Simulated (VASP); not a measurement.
```xyz
2
Lattice="0.0000 2.6712 2.6712 2.6712 0.0000 2.6712 2.6712 2.6712 0.0000" Properties=species:S:1:pos:R:3 pbc="T T T"
Si     0.0000     0.0000     0.0000
Zr     2.6712     2.6712     2.6712
```

Method: PBEsol GGA, VASP's PBE PAW potentials (set 64) (plane waves; VASP). Numerical set-up: 400 eV cut-off, 13×13×13 Γ-centred mesh, tetrahedra with Blöchl corrections, potentials Si Zr_sv.

Question: What does the run give for the energy per atom (σ→0), band gap (on the k-mesh) with the smallest direct gap where there is one?

Answer: 
```yaml
band gap (on the k-mesh): none (metal, semimetal or under 0.01 eV)
energy per atom (σ→0): -8.159 eV/atom
```

Only differences to runs with the same potentials and settings are physical.

The structure was generated: ZrSi was put into the rocksalt type (Fm-3m), which need not be its known phase. It was relaxed first, which changed the volume by -20 %.
